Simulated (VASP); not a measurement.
RbBr (space group Pm-3m): the band gap from VASP (plane waves, PAW) at several levels of theory. Gaps are without spin-orbit coupling. Each level names its cell: its own relaxed one, PBE's, or the starting one. A gap is the smallest over the k-mesh and a band path; hybrids may have named points in place of the path, and GW has the mesh alone.

```json
[
 {"level": "r2SCAN (starting cell)", "band gap (eV)": "4.83"},
 {"level": "HSE06 (PBE cell)", "band gap (eV)": "5.10"}
]
```

The cell of the r2SCAN (starting cell) run:

```yaml
crystal:
  lattice:
    - [4.12608, 0.00000, 0.00000]
    - [0.00000, 4.12608, 0.00000]
    - [0.00000, 0.00000, 4.12608]
  atoms:
    - { symbol: Rb, position: [0.00000, 0.00000, 0.00000] }
    - { symbol: Br, position: [0.50000, 0.50000, 0.50000] }
```

Only levels that ran to the end are used. Left out are those held back, those with too coarse a band path, GW runs whose mesh misses a band edge, hybrids' fits of cells that aren't cubic and levels without matching references; a question may draw on a part of the rest.

The structure comes from a computed database's RbBr entry (Pm-3m); how it stands against other phases isn't given here. The cell was not relaxed at this level.
